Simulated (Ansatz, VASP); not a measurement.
## TaN in two plane-wave programs

Wanted: the spread between two codes on one cell, functional and k mesh. The cell is taken from a series of runs on this material, whose earlier steps may have relaxed, scaled, displaced or heated it; both programs get it as it stands.

Main program and level: Ansatz 0.2.0; plane waves, with VASP 6.6.1 beside it; zone-centre phonons at PBEsol.

## Step 1: Starting point

It takes space group P6/mmm (No. 191, hexagonal). Conventional cell: a = 5.292 Å, b = 5.292 Å, c = 2.920 Å, α = 90.00°, β = 90.00°, γ = 120.00°. N has 6 Ta at 2.11 to 2.65 Å nearest. Nearest to Ta lie 6 N at 2.65 Å and 2 Ta at 2.92 Å. Nearest to Ta lie 6 N at 2.11 Å. Farther neighbours and most contacts between anions are not listed.

## Step 2: Ansatz: zone-centre phonons, PBEsol

Ansatz runs on its PAW soft_1 files.

Second derivatives magnify differences that forces hide, and they need a tight electronic threshold.

Contents of input.yaml:

```yaml
crystal:
  lattice:
    - [5.2917601536, 0.0, 0.0]
    - [-2.6458800768, 4.5827987237, 0.0]
    - [0.0, 0.0, 2.9201417541]
  atoms:
    - { symbol: "N", position: [0.5, 0.0, 0.0] }
    - { symbol: "N", position: [0.5, 0.5, 0.0] }
    - { symbol: "N", position: [0.0, 0.5, 0.0] }
    - { symbol: Ta, position: [0.0, 0.0, 0.0] }
    - { symbol: Ta, position: [0.3333333333, 0.6666666667, 0.5] }
    - { symbol: Ta, position: [0.6666666667, 0.3333333333, 0.5] }
kpoints:
  mp_grid: { grid: [9, 9, 12] }
hamiltonian:
  xc: pbesol
  pseudopotentials: { kind: paw, azcp: { folder: soft_1 }, xc_functional: pbe }
scf:
  occupations: { method: methfessel_paxton, width: 0.2 }
output:
  eigenvalues: true
phonons:
  method: dfpt
```

The run is started by

```bash
> ansatz run input.yaml --threads 8 --pin off --max-ram 16384MiB --backend cpu --events-out ev --progress --plain --runs-dir out
```

Numbers of over 12 decimals in the logs are rounded to 6 here.

Output:

```text
zone centre: on kpoints.mp_grid the ground state, and the responses unless they are solved on pairs of k-points, stand on 175 of the mesh's 972 k-points, reduced under 4 symmetry operations, with k and −k counted as one. Each operation leaves every solved displacement unchanged or reverses it
Engine: ansatz 0.2.0, aarch64-unknown-linux-gnu
Pseudopotentials: kind: paw
Pseudopotential: N, paw, valence charge 5, recommended cutoff 420 eV (normal), soft_1/N.paw.azcp
Pseudopotential: Ta, paw, valence charge 13, recommended cutoff 420 eV (normal), soft_1/Ta.paw.azcp
Functional definition: PBEsol
  exchange = pbesol_x
  correlation = pbesol_c
Crystal: 6 atoms, lattice volume = 70.817 Å³
Basis set: ecut = 420 eV, 1347 PW (Γ), exchange–correlation on 72×72×40 points (8 copies of the dense FFT grid, shifted against one another)
Bands: 33, of which v1, the nominal top of the filled ones, is band 27 counted from 1 (26 counted from 0)
Symmetry: 24 space group operations
k-points: 175 of 972 (irreducible under 4 space group operations, time reversal used)
Non-local potential: N, projectors of the file, l = 0: 2, l = 1: 2, l = 2: 1
Non-local potential: Ta, projectors of the file, l = 0: 3, l = 1: 2, l = 2: 2, l = 3: 1
PAW form: soft (Blöchl's): semilocal exchange-correlation on the pseudo side does not see the compensation charge
PAW frozen core: N, regenerated for the run's functional, and the local potential with it (the file was generated under x = pbe(κ = 0.804, μ = 0.219515), c = pbe(β = 0.066725))
PAW frozen core: Ta, regenerated for the run's functional, and the local potential with it (the file was generated under x = pbe(κ = 0.804, μ = 0.219515), c = pbe(β = 0.066725))
PAW one-centre angular grid: N, 110 points (default); XC on 64 Gauss nodes
PAW one-centre angular grid: Ta, 590 points (default); XC on 64 Gauss nodes
Initial density: superposition of atomic densities (chi_scale 0.1, normalization cell, long waves kept (reshape's long-wave potential 0.02 eV rms))
Initial wavefunctions: pseudopotential atomic-orbital guess
Functional: x = pbesol(κ = 0.804, μ = 0.123457), c = pbesol(β = 0.046)
SCF iter   1: F=—  HF=-30563.989250 eV  |F-HF|=—  |Δ(HF+E_count)|=         —  Δρ=6.98e-2  dr2=4.52e0  ethr=3.10e-3  ⟨swp⟩=4.6  Hψ=22571  notcnv=0
preconditioner: auto → Kerker (q_TF=auto, 2.608 Å⁻¹)  [metal: Δε(μ)=0.062 eV  Ē_g=9.286 eV  σ=0.200 eV  W_gap=0.25  n_scr=26 (ndim 8)  ℏωp=24.2 eV  f_vac=0.000  D(μ)=0.79/eV (n_scr^D=6)]
SCF iter   2: F=—  HF=-30563.150299 eV  |F-HF|=—  |Δ(HF+E_count)|=   8.39e-1  S|Δr|=    0.00e0  Δρ=3.51e-2  dr2=8.95e-1  ethr=3.10e-3  ⟨swp⟩=2.0  Hψ=10109  notcnv=0  defer=192
SCF iter   3: F=—  HF=-30562.965813 eV  |F-HF|=—  |Δ(HF+E_count)|=   1.84e-1  S|Δr|=    0.00e0  Δρ=1.13e-2  dr2=9.47e-2  ethr=1.66e-3  ⟨swp⟩=2.0  Hψ=6701  notcnv=0  defer=192
SCF iter   4: F=—  HF=-30562.940349 eV  |F-HF|=—  |Δ(HF+E_count)|=   2.55e-2  S|Δr|=    0.00e0  Δρ=2.90e-3  dr2=9.79e-3  ethr=1.75e-4  ⟨swp⟩=2.0  Hψ=8861  notcnv=0  defer=149
SCF iter   5: F=—  HF=-30562.938070 eV  |F-HF|=—  |Δ(HF+E_count)|=   2.28e-3  S|Δr|=    0.00e0  Δρ=1.07e-3  dr2=6.74e-4  ethr=1.81e-5  ⟨swp⟩=2.0  Hψ=6394  notcnv=0  defer=149
SCF iter   6: F=—  HF=-30562.937878 eV  |F-HF|=—  |Δ(HF+E_count)|=   1.92e-4  S|Δr|=    0.00e0  Δρ=1.97e-4  dr2=3.66e-5  ethr=1.25e-6  ⟨swp⟩=2.1  Hψ=7663  notcnv=0  defer=149
SCF iter   7: F=—  HF=-30562.937869 eV  |F-HF|=—  |Δ(HF+E_count)|=   8.59e-6  S|Δr|=    0.00e0  Δρ=5.36e-5  dr2=2.13e-6  ethr=6.77e-8  ⟨swp⟩=2.0  Hψ=8169  notcnv=0  defer=149
SCF iter   8: F=—  HF=-30562.937870 eV  |F-HF|=—  |Δ(HF+E_count)|=   6.87e-7  S|Δr|=    0.00e0  Δρ=7.34e-6  dr2=3.52e-8  ethr=3.94e-9  ⟨swp⟩=2.0  Hψ=8251  notcnv=0  defer=149
SCF iter   9: F=—  HF=-30562.937870 eV  |F-HF|=—  |Δ(HF+E_count)|=   4.86e-9  S|Δr|=    0.00e0  Δρ=1.21e-6  dr2=1.10e-9  ethr=6.51e-11  ⟨swp⟩=2.0  Hψ=8332  notcnv=0  defer=149
SCF iter  10: F=—  HF=-30562.937870 eV  |F-HF|=—  |Δ(HF+E_count)|=  1.64e-10  S|Δr|=    0.00e0  Δρ=1.66e-7  dr2=1.61e-11  ethr=2.04e-12  ⟨swp⟩=2.2  Hψ=8391  notcnv=0  defer=149
SCF iter  11: F=-30562.937870 eV  HF=-30562.937870 eV  |F-HF|=3.64e-12  |Δ(HF+E_count)|=  3.64e-12  S|Δr|=    0.00e0  Δρ=2.36e-8  dr2=2.47e-13  ethr=1.00e-12  ⟨swp⟩=10.0  Hψ=26423  notcnv=0
SCF 1 converged in 11 iterations: F = -30562.937870 eV  dr2 = 2.47e-13
  greatest PAW one-centre occupation: 0.999 electrons in one spin orbital (limit 2), on the Ta atom at site 5 (counted from 0), in its partial waves of l = 0
DFPT response loops at Γ: preconditioner auto → Kerker (q_TF=auto, 2.608 Å⁻¹) (partly filled bands, converged f_vac=0.000); β = 1.00, the filter's whole step (`scf.mixing.beta` (0.50) is not read by the response loops under this deck's `scf.mixing.preconditioner`; to damp them name `kerker` or `kerker_dos`, under which they read `scf.mixing.beta`, and type it under 1.00, their step now; both keys bind the ground state too); Broyden in place of MSR1
SCF converged after 11 iterations
Stability not checked: this state was not tested for a lower state beside it, because cold or Methfessel-Paxton smearing, or corrected tetrahedra, fill the levels in a way that the test cannot read (fill_not_monotonic; see scf.lower_state_search)
Free energy (F): -30562.937870 eV
Harris-Foulkes:  -30562.937870 eV  (|F-HF|=3.64e-12)
Internal energy: -30562.942895 eV  (E = F + TS)
E sigma→0 (E₀):  -30562.939126 eV
Entropy (-TS):   0.005025 eV (0.838 meV/atom)
Fermi energy:    18.487689 eV
--- Per-component energies (eV) ---
  E_band       = -273.738935
  E_kinetic    = 1559.290050
  E_local      = -2123.548978  (includes V_loc(G=0)·N_el)
  E_nonlocal   = 80.090857
  E_hartree    = 754.897775
  E_xc         = -1132.050089
  E_vxc        = -924.122640  (∫ρ·V_xc dr)
  E_paw        = -24913.282371  (= ΣΔE_a)
  E_vpaw       = -375.246632  (= ΣTr[D̂ρ^β])
  E_aug_tail   = 0.002846  (compensation charges beyond the density's cutoff)
  E_ewald      = -4789.068420
  E_core_change = 0.725435  (= ΣΔE_core)
  E_smearing   = 0.005025  (= −TS)
  E_closure    = -0.000000  (closes the sum)
  Σ components = -30562.937870   (vs F -30562.937870, Δ=0.00e0)
--- Band table (eV; the first three rows and the last of 175) ---
  k-point 0: bands = [... 23 lower, 15.3902, 15.9836, 16.3206, 17.2141, 17.2141, 19.3351, 19.3351, 19.3712, ... 2 higher]
  k-point 1: bands = [... 23 lower, 15.3108, 16.0189, 16.6346, 17.3678, 17.3678, 19.4386, 19.4386, 19.4487, ... 2 higher]
  k-point 2: bands = [... 23 lower, 15.5810, 16.1184, 17.4579, 17.7545, 17.7545, 18.8036, 18.8036, 19.6703, ... 2 higher]
  k-point 174: bands = [... 23 lower, 15.1091, 15.4410, 16.1171, 17.3915, 20.1525, 20.4216, 20.7315, 20.8306, ... 2 higher]
--- Phonons (Γ-DFPT): 7 representative perturbations + reference, on 175 of 972 k-points (Σ response iterations 22) ---
  k mesh reduced under 4 symmetry operations, with k and −k counted as one. Each operation leaves every solved displacement unchanged or reverses it
  ASR residual: 2.822e-5 → 0.000e0 eV/Å²; symmetrization residual: 2.295e-6 eV/Å²
  ASR residual per site (eV/Å²): 8.41e-6 8.26e-6 8.26e-6 1.37e-5 2.82e-5 2.82e-5
  Γ frequencies (cm⁻¹): -513.15 -224.37 -224.37 0.00 0.00 0.00 108.32 162.98 181.67 181.67 220.56 220.56 549.70 566.88 566.88 685.18 685.18 872.69
  non-analytic LO–TO correction: not included (Born effective charges unavailable; polar crystals: no LO–TO splitting at Γ)
```

Reading the cycles: dr2 is the Hartree energy of the density residual (eV), the measure of convergence; HF is the Harris–Foulkes estimate of the energy, which meets the free energy F at convergence.

(Part 1 of 3 ends here.)

[Lines on the potential files, build, host, timing and source positions are cut from VASP's logs without a mark.]

[Logs are printed without paths, hosts, clocks, repeated set-up lines and the standing remarks that a program may print on its own settings, such as how far it seeks lower states.]

[Hosts, paths, dates, database ids (printed as entryN), source tags and the programs' standing remarks are cut or masked in the printed files.]
